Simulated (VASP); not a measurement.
Method: PBEsol GGA, VASP's PBE PAW potentials (set 64) (plane waves; VASP).

Input for VASP

KPOINTS:
```
K-points
0
G
 6 6 6
```

### POSCAR
```
LuAu4
1
   -3.3430200000     3.3430200000     2.0663250000
    3.3430200000    -3.3430200000     2.0663250000
    3.3430200000     3.3430200000    -2.0663250000
Lu Au
1 4
Direct
  0.0000000000   0.0000000000   0.0000000000
  0.2001500000   0.3988300000   0.5989800000
  0.7998500000   0.6011700000   0.4010200000
  0.3988300000   0.7998500000   0.1986800000
  0.6011700000   0.2001500000   0.8013200000
```

### INCAR
```
SYSTEM = LuAu4
PREC = Accurate; ENCUT = 300; LREAL = F
LASPH = T
EDIFF = 1E-6; NELM = 100; ALGO = Normal
LMAXMIX = 6
ISMEAR = -1; SIGMA = 0.1
GGA = PS
ISIF = 2
LWAVE = F; LCHARG = F
```

POTCAR, in this order: Lu_3 Au (PBE.64 set). Program: vasp_std.

Problem. What will the output report for the number of irreducible k-points (NKPTS), largest plane-wave count, number of space-group operations, FFT grid (NGX, NGY, NGZ)?

Solution. 
```
Item                                          Result
--------------------------------------  ------------
number of irreducible k-points (NKPTS)            36
largest plane-wave count                        1105
number of space-group operations                   8
FFT grid (NGX, NGY, NGZ)                30 × 30 × 30
```

The structure comes from a computed database's LuAu4 entry (I4/m); how it stands against other phases isn't given here. The cell was not relaxed at this level. The electron count is odd and the run is not spin-polarised, which forces a metal.
